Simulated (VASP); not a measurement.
Wanted: the native input for a VASP 6.6.1 run.

* Task: Born charges and dielectric tensor
* Functional: PBE
* Potentials or basis: VASP PAW PBE potentials, release 64 (Al, N)
* Cutoff: 600 eV
* k mesh: 10 × 10 × 10
* Occupations: gaussian, width 0.02 eV
* Spin: no spin polarisation
* Further INCAR settings: ALGO = Normal; EDIFF = 1e-08; IBRION = 8; NSW = 1

The structure of AlN lies in POSCAR:

```
AlN
1.0
    0.0000000000      2.2001700000      2.2001700000
    2.2001700000      0.0000000000      2.2001700000
    2.2001700000      2.2001700000      0.0000000000
Al N
1 1
Direct
    0.0000000000      0.0000000000      0.0000000000
    0.2500000000      0.2500000000      0.2500000000
```

Measurements of this composition are mostly on another form, of space group No. 186.

The input as run:

INCAR

```
ALGO = Normal ; EDIFF = 1E-8
ENCUT = 600 ; GGA = PE
IBRION = 8 ; ISIF = 2
ISMEAR = 0 ; LASPH = True
LCHARG = False ; LEPSILON = True
LREAL = False ; LWAVE = False
NELM = 60 ; NSW = 1
PREC = Accurate ; SIGMA = 0.02
```

KPOINTS

```
k-points
0
Gamma
  10 10 10
```

Potentials or basis: VASP PAW PBE potentials, release 64 (Al, N).

Command:

```bash
$ cat potpaw_PBE.64/Al/POTCAR potpaw_PBE.64/N/POTCAR > POTCAR
$ mpirun -np 1 vasp_std > vasp.out
```

Results of the run:

```yaml
Band_gap_on_the_k_mesh: 3.31 eV, indirect (least direct gap 4.00 eV)
Electronic_dielectric_tensor_diagonal: 4.62
Born_charges_mean_of_the_diagonal: Al +2.54; N -2.54 e
Highest_phonon_frequency_at_Γ_LO-TO_splitting_left_out: 638 cm⁻¹
```

Run time: 3.9 min on 1 thread of Intel(R) Xeon(R) Platinum 8488C (Sapphire Rapids), with other jobs on the host, peak memory 0.23 GiB.
